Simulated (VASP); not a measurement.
Data:

```xyz
2
Lattice="0.0000 2.9659 2.9659 2.9659 0.0000 2.9659 2.9659 2.9659 0.0000" Properties=species:S:1:pos:R:3 pbc="T T T"
Ga     0.0000     0.0000     0.0000
Sb     1.4830     1.4830     1.4830
```

The numbers are results of LDA (Ceperley-Alder, Perdew-Zunger), VASP's LDA PAW potentials (set 64) (plane waves; VASP), not measurements. Settings: 520 eV cut-off, 8×8×8 Γ-centred mesh, Gaussian smearing of 0.050 eV, potentials Ga_d Sb.

Unless said otherwise, spin-orbit coupling is left out, though it shifts the bands of the heavy elements here.

Estimate the energy per atom (σ→0), pressure, band gap (on the k-mesh) with the smallest direct gap where there is one.

```yaml
band gap (on the k-mesh): 0.50 eV
smallest direct gap (on the k-mesh): 0.56 eV
energy per atom (σ→0): -4.314 eV/atom
pressure: 3.99 GPa
```

Only differences to runs with the same potentials and settings are physical.

The compound is GaSb in the zinc blende structure. This cell is one point of a volume scan, at 0.94 of the reference volume.
